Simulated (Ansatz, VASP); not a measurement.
# CoO in two plane-wave programs, part 3 of 3

One calculation is typed for both programs; each brings its own data sets. How far apart do they land? The cell is taken from a series of runs on this material, whose earlier steps may have relaxed, scaled, displaced or heated it; both programs get it as it stands.

VASP 6.6.1 and Ansatz 0.2.0.

So far. Step 6 (Ansatz: single point, LDA, DFT+U, pair 2): The run ends at a pressure of -3.27 GPa.

## 7. VASP: single point, LDA, DFT+U, pair 2 (continued)

Level of this step: LDA, DFT+U (Co d 1.75 eV), spin-polarised from a ferromagnetic start; plane waves and PAW (Co, O) (VASP).

Numbers of over 12 decimals in the logs are rounded to 6 here.

From OUTCAR (step 7):

```text
  Total       -1.2151082     -1.2151082     -1.2151082     -0.0000000      0.0000000      0.0000000
  in kB     -105.8073681   -105.8073681   -105.8073681     -0.0000000      0.0000000      0.0000000
  external PRESSURE =    -105.8073681 kB  Pullay stress =       0.0000000 kB

 POSITION                                       TOTAL-FORCE (eV/Angst)
 -----------------------------------------------------------------------------------
      0.00000      0.00000      0.00000         0.000000      0.000000      0.000000
      2.09537      2.09537      2.09537        -0.000000     -0.000000     -0.000000
 -----------------------------------------------------------------------------------
    total drift:                                0.000000     -0.000000     -0.000000

  FREE ENERGIE OF THE ION-ELECTRON SYSTEM (eV)
  ---------------------------------------------------
  free  energy   TOTEN  =       -13.7893803071 eV

  energy  without entropy=      -13.7585764088  energy(sigma->0) =      -13.77397836

 magnetization (x)
# of ion       s       p       d       tot
------------------------------------------
    1        0.020   0.019   2.581   2.619
    2        0.029   0.276   0.000   0.305
--------------------------------------------------
tot          0.048   0.295   2.581   2.924

[... 1 part as in an earlier step ...]

[... 2 further parts left out ...]
[key lines of the parts left out:]
E-fermi :   8.0956
```

The run ends at a pressure of -10.58 GPa.

## 8. Differences

What differs besides the data sets and the points named for the pairs above, as far as they apply: the data sets hold 23 valence electrons in Ansatz (on its default PAW (the set named soft_2) files) and 15 in VASP. Total energies have different zeros and are not compared.

Both answers:

| quantity | Ansatz | VASP | difference |
| --- | --- | --- | --- |
| pressure (GPa) | -3.27 | -10.58 | +7.31 |
| total moment (μB) | 2.94 | 2.97 | -0.03 |
| moment on Co1 (μB) | 2.48 | 2.62 | -0.14 |
| moment on O2 (μB) | 0.30 | 0.30 | -0.01 |

## 9. Ansatz: single point, LDA, DFT+U, pair 3

A single point gives forces, pressure and levels at one fixed geometry, so differences don't come from the geometry; what else differs is listed under the comparison.

The cell is taken from a series of runs on this material, whose earlier steps may have relaxed, scaled, displaced or heated it; both programs get it as it stands.

input.yaml

```yaml
crystal:
  lattice:
    - [0.0, 2.0953659, 2.0953659]
    - [2.0953659, 0.0, 2.0953659]
    - [2.0953659, 2.0953659, 0.0]
  atoms:
    - { symbol: Co, position: [0.0, 0.0, 0.0], spin: 0.9 }
    - { symbol: O, position: [0.5, 0.5, 0.5] }
magnetization:
  spin_polarized: true
kpoints:
  mp_grid: { grid: [13, 13, 13] }
hamiltonian:
  xc: lda
  hubbard: { sites: [{ species: Co, l: d, u_eff: 1.75 }] }
scf:
  occupations: { method: fermi_dirac, width: 0.05 }
  max_iter: 120
  convergence: { dr2_threshold: 1.0e-08 }
basis:
  ecutwfc: 420.0
output:
  stress: true
```

Command:

```console
> ansatz run input.yaml --threads 1 --pin off --max-ram 2560MiB --backend cpu --events-out ev --progress --plain --runs-dir out
```

Log:

```text
[...]
Crystal: 2 atoms, lattice volume = 18.400 Å³
Basis set: ecut = 420 eV, 339 PW (Γ)
Bands: 16, of which v1, the nominal top of the filled ones, is band 12 counted from 1 (11 counted from 0)
Symmetry: 48 space group operations
[...]
k-points: 84 of 2197
[...]
k-point 1 ↑: bands = [... 8 lower, 10.2806, 10.7451, 11.2821, 11.6587, 11.7087, 16.1046, 29.9580, 32.3218]
  k-point 2 ↑: bands = [... 8 lower, 10.0320, 10.8715, 11.3993, 12.3830, 12.4381, 17.0700, 28.1408, 31.5501]
  k-point 230 ↓: bands = [... 8 lower, 13.4769, 13.5032, 15.2869, 17.2653, 17.4954, 20.2676, 24.8614, 27.9743]
Occupation matrices written to <dir>
[key lines of the parts left out:]
SCF converged after 2 iterations
Magnetization: 2.9384 μB (12.9692 up, 10.0308 down)
Free energy (F): -5615.623532 eV
Fermi energy:    14.340891 eV
P = ⅓ Tr σ = -3.2660 GPa (-32.660 kbar)
```

The run ends at a pressure of -3.27 GPa.

## 10. VASP: single point, LDA, DFT+U, pair 3

The same cell, functional (in two slightly different forms), mesh and smearing now go to VASP, with its own data sets.

INCAR

```
SYSTEM = CoO
PREC = Accurate
ENCUT = 600
EDIFF = 1E-06
NELM = 200
ISMEAR = -1
SIGMA = 0.05
LREAL = .FALSE.
ALGO = Normal
GGA = PW92
NBANDS = 16
ISPIN = 2
MAGMOM = 2.48 0.3
LDAU = .TRUE.
LDAUTYPE = 2
LDAUL = 2 -1
LDAUU = 1.75 0
LDAUJ = 0 0
LDAUPRINT = 1
LASPH = .TRUE.
LMAXMIX = 4
LORBIT = 11
LWAVE = .FALSE.
LCHARG = .FALSE.
ISIF = 2
GGA_COMPAT = .FALSE.
KPAR = 2
```

POSCAR

```
CoO
1.0
    0.0000000000      2.0953659000      2.0953659000
    2.0953659000      0.0000000000      2.0953659000
    2.0953659000      2.0953659000      0.0000000000
Co O
1 1
Direct
    0.0000000000      0.0000000000      0.0000000000
    0.5000000000      0.5000000000      0.5000000000
```

KPOINTS

```
Automatic mesh
0
Gamma
13 13 13
0 0 0
```

Potentials, in the order of the species: Co and O (LDA family, release 64).

Command:

```console
> mpirun -np 2 vasp_std
```

Log:

```text
[... set-up lines as in an earlier step ...]
 entering main loop
       N       E                     dE             d eps       ncg     rms          rms(c)
[... 15 cycles as in an earlier step ...]
   1 F= -.13789380E+02 E0= -.13773978E+02  d E =-.308039E-01  mag=     2.9652
```

Parts of OUTCAR (step 10):

```text
[... 7 parts as in an earlier step ...]

[... 1 further part left out ...]
[key lines of the parts left out:]
E-fermi :   8.0956
```

The run ends at a pressure of -10.58 GPa.

## 11. Comparison

What differs besides the data sets and the points named for the pairs above, as far as they apply: the data sets hold 23 valence electrons in Ansatz (on its default PAW (the set named soft_2) files) and 15 in VASP. Total energies have different zeros and are not compared.

The two programs side by side:

| quantity | Ansatz | VASP | difference |
| --- | --- | --- | --- |
| pressure (GPa) | -3.27 | -10.58 | +7.31 |
| total moment (μB) | 2.94 | 2.97 | -0.03 |
| moment on Co1 (μB) | 2.48 | 2.62 | -0.14 |
| moment on O2 (μB) | 0.30 | 0.30 | -0.01 |

## 12. Results

```
difference in total moment (single point, LDA, DFT+U, pair 1) : 0.028 μB
difference in pressure (single point, LDA, DFT+U, pair 1)     : 7.7 GPa
difference in total moment (single point, LDA, DFT+U, pair 2) : -0.027 μB
difference in pressure (single point, LDA, DFT+U, pair 2)     : 7.3 GPa
difference in total moment (single point, LDA, DFT+U, pair 3) : -0.027 μB
difference in pressure (single point, LDA, DFT+U, pair 3)     : 7.3 GPa
```

In words: The difference in pressure is 7.7 GPa (single point, LDA, DFT+U, pair 1). The data sets hold unlike numbers of valence electrons (23 in Ansatz and 15 in VASP), so part of the differences comes from the potentials. By the marks of this series, far apart in the single point, LDA, DFT+U, pair 1 pair: the difference in pressure, 7.7 GPa. Single point, LDA, DFT+U, pair 1, VASP with the data sets Co_sv and O: the difference in total moment goes from 0.028 to -0.037 μB. By the marks of this series, far apart in the single point, LDA, DFT+U, pair 2 pair: the difference in pressure, 7.3 GPa. What causes the difference of the single point, LDA, DFT+U, pair 2 pair stays open here. By the marks of this series, far apart in the single point, LDA, DFT+U, pair 3 pair: the difference in pressure, 7.3 GPa. 5 further runs of this series are not shown here. How closely two codes agree says nothing of how well the functional describes the real material.

[Lines on the potential files, build, host, timing and source positions are cut from VASP's logs without a mark.]

[Logs are printed without paths, hosts, clocks, repeated set-up lines and the standing remarks that a program may print on its own settings, such as how far it seeks lower states.]

[Hosts, paths, dates, database ids (printed as entryN), source tags and the programs' standing remarks are cut or masked in the printed files.]
